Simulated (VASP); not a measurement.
Here is the system:

```
Sn2GeTe3
1.0
    4.40191     0.00000     0.00000
   -2.20096     3.81217     0.00000
    0.00000     0.00000    10.88392
Sn Ge Te
2 1 3
Direct
  0.33333   0.66667   0.82564
  0.66667   0.33333   0.17436
  0.00000   0.00000   0.50000
  0.33333   0.66667   0.34865
  0.66667   0.33333   0.65135
  0.00000   0.00000   0.00000
```

Calculation: r2SCAN meta-GGA, VASP's PBE PAW potentials (set 64) (plane waves; VASP 6.6.1). Numerical set-up: 400 eV cut-off, 7×7×3 Γ-centred mesh, tetrahedra with Blöchl corrections, potentials Sn_d Ge_d Te.

The cores are frozen, which limits the accuracy of field gradients.

Question: Give the principal components of the electric field gradient (V/Å²) and the asymmetry η at each nucleus.

Answer: 
| atom | Vxx | Vyy | Vzz | η |
|---|---|---|---|---|
| Sn1 | 5.9 | 5.9 | -11.8 | 0.00 |
| Sn2 | 5.9 | 5.9 | -11.8 | 0.00 |
| Ge3 | 4.6 | 4.6 | -9.2 | 0.00 |
| Te4 | 9.4 | 9.4 | -18.8 | 0.00 |
| Te5 | 9.4 | 9.4 | -18.8 | 0.00 |
| Te6 | -21.2 | -21.2 | 42.3 | 0.00 |

The structure comes from a computed database's Sn2GeTe3 entry (P-3m1); how it stands against other phases isn't given here. It was relaxed first.
